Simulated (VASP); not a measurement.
VASP runs on CdI2 (space group P-3m1) share one base input (revPBE GGA, plane waves, VASP's PBE PAW potentials (set 64)) and change the settings named in each case.

POSCAR:
```
CdI2
43.1518980
  0.0981537359   0.0000000000   0.0000000000
 -0.0490768680   0.0850036307   0.0000000000
  0.0000000000   0.0000000000   0.5000000000
Cd I
3 6
direct
  0.6666670000   0.3333330000   0.3331200000
  0.3333330000   0.6666670000   0.6668800000
  0.0000000000   0.0000000000   0.0000000000
  0.3333330000   0.6666670000   0.0788700000
  0.6666670000   0.3333330000   0.9211300000
  0.3333330000   0.6666670000   0.4117000000
  0.6666670000   0.3333330000   0.5883000000
  0.0000000000   0.0000000000   0.2544000000
  0.0000000000   0.0000000000   0.7456000000
```

**INCAR**
```
LMAXMIX=4
LREAL=F   # projection in real space or not
EDIFF=1E-6
ISIF=2   # forces and stress, cell fixed
GGA=RE
LWAVE=F
PREC=Accurate
SIGMA=0.01   # width (eV)
SYSTEM=CdI2
LASPH=T   # aspherical one-centre terms
LCHARG=F
ALGO=Normal
ENCUT=300   # plane-wave cut-off (eV)
NELM=100   # most electronic steps
ISMEAR=0
```

**KPOINTS**
```
Automatic mesh
0
gamma
6 6 1
```

POTCAR, in this order: Cd I (PBE.64 set). Program: vasp_std.

```tsv
change	E(σ→0) (eV/atom)	−TS (eV)
base run	-1.5565	0.0000
ISYM = 0	-1.5565	0.0000
EDIFF = 1E-05	-1.5565	0.0000
ENCUT = 390	-1.5575	0.0000
SIGMA = 0.8	-1.5540	-0.0580
```
 Energies of different potentials or functionals have different zeros.  Unless said otherwise, spin-orbit coupling is left out, though it shifts the bands of the heavy elements here.

Left out are runs that ran out of time, are held back, or changed the cell or the kind of run, fixed moments of cells without a moment, rows past the twelfth, gaps on odd meshes, pressures of charged cells and columns that move by less than the noise.

The structure comes from a computed database's CdI2 entry; how it stands against other phases isn't given here. The cell was not relaxed at this level, its lattice was scaled by up to 2.5 %.
